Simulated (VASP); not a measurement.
```yaml
crystal:
  lattice:
    - [3.25000, 0.00000, 0.00000]
    - [0.00000, 3.25000, 0.00000]
    - [0.00000, 0.00000, 3.25000]
  atoms:
    - { symbol: In, position: [0.50000, 0.50000, 0.50000] }
    - { symbol: Pd, position: [0.00000, 0.00000, 0.00000] }
```

Calculation: PBE GGA, VASP's PBE PAW potentials (set 64) (plane waves; VASP). Run with 300 eV cut-off, 8×8×8 Γ-centred mesh, Fermi-Dirac smearing of 0.10 eV, potentials In_d Pd.

At this cut-off the stress carries a Pulay error, which pulls relaxed volumes low. Unless said otherwise, spin-orbit coupling is left out, though it shifts the bands of the heavy elements here.

Problem. Predict the energy per atom (σ→0), pressure, band gap (on the k-mesh) with the smallest direct gap where there is one.

Solution. 
```json
{
 "band gap (on the k-mesh)": "none (metal, semimetal or under 0.01 eV)",
 "energy per atom (σ→0)": "-420.5 kJ/mol-atom",
 "pressure": "61.6 kbar"
}
```

The structure is a typed PdIn crystal (Pm-3m). The cell was not relaxed at this level. The electron count is odd and the run is not spin-polarised, which forces a metal.
